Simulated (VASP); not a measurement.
Method: TPSS meta-GGA, VASP's PBE PAW potentials (set 64) (plane waves; VASP 6.6.1).

Input for VASP

File KPOINTS:
```
Automatic mesh
0
G
 9 9 9
```

### POSCAR
```
Ba
4.3474480
 -0.5773502064   0.5773502064   0.5773502064
  0.5773502064  -0.5773502064   0.5773502064
  0.5773502064   0.5773502064  -0.5773502064
Ba
1
direct
  0.0000000000   0.0000000000   0.0000000000
```

**INCAR**
```
ALGO = Normal
EDIFF = 1E-6
ENCUT = 400
ISIF = 2
ISMEAR = 1
LASPH = .True.
LCHARG = .False.
LMAXMIX = 4
LMIXTAU = .True.
LREAL = .False.
LWAVE = .False.
METAGGA = TPSS
NELM = 100
PREC = Accurate
SIGMA = 0.1
SYSTEM = Ba
```

POTCAR, in this order: Ba_sv (PBE.64 set). Program: vasp_std.

Unless said otherwise, spin-orbit coupling is left out, though it shifts the bands of the heavy elements here.

Problem. Predict the energy per atom (σ→0), band gap (on the k-mesh).

Solution. 
```
Property                                                    Result
------------------------  ----------------------------------------
energy per atom (σ→0)                               -9.552 eV/atom
band gap (on the k-mesh)  none (metal, semimetal or under 0.01 eV)
```

OSZICAR:
```
...
DAV:  30    -0.955218627181E+01    0.13203E-03   -0.51962E-05   637   0.810E-02    0.636E-02
DAV:  31    -0.955237611353E+01   -0.18984E-03   -0.74358E-05   636   0.825E-02    0.457E-02
DAV:  32    -0.955234007686E+01    0.36037E-04   -0.20893E-05   661   0.505E-02    0.293E-02
DAV:  33    -0.955237332514E+01   -0.33248E-04   -0.26502E-05   635   0.520E-02    0.136E-02
DAV:  34    -0.955235709900E+01    0.16226E-04   -0.75567E-06   678   0.265E-02    0.599E-03
DAV:  35    -0.955238070706E+01   -0.23608E-04   -0.10141E-05   636   0.373E-02    0.264E-03
DAV:  36    -0.955238115622E+01   -0.44916E-06   -0.85584E-07   681   0.937E-03
   1 F= -.95523812E+01 E0= -.95517911E+01  d E =-.177020E-02
```

The compound is Ba in the bcc structure. The cell was not relaxed at this level. The run is one of a series of settings (GGA removed, LMIXTAU = .TRUE., METAGGA = TPSS against the base run), some of them coarse on purpose.
